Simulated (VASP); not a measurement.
Here is the system:

```
Ca
1.0
    3.65051     0.00000     0.00000
    0.00000     3.65051     0.00000
    0.00000     0.00000     3.65051
Ca
1
Direct
  0.00000   0.00000   0.00000
```

Level of theory: r2SCAN meta-GGA, VASP's PBE PAW potentials (set 64) (plane waves; VASP). Numerical set-up: 400 eV cut-off, 9×9×9 Γ-centred mesh, first-order Methfessel-Paxton smearing of 0.10 eV, potentials Ca_sv.

Energy and stress use the plane-wave basis of the starting cell.

Problem. The ions, cell shape and volume are relaxed. Give the cell that the relaxation ends in.

Solution. 
```
Ca
1.0
    3.49694     0.00000     0.00000
    0.00000     3.49694     0.00000
    0.00000     0.00000     3.49694
Ca
1
Cartesian
  0.00000   0.00000   0.00000
```
Space group Pm-3m (221), at a tolerance of 0.03 Å.

Problem. How do energy and volume change from the first to the last step?

Solution. The energy (σ→0) changes by -21.8 meV/atom and the volume by -12.1 %, in 4 ionic steps.

The structure was generated: Ca was put into the simple-cubic type (Pm-3m), which need not be its known phase. This run relaxes it. Symmetry was kept, so distortions that lower it aren't found.
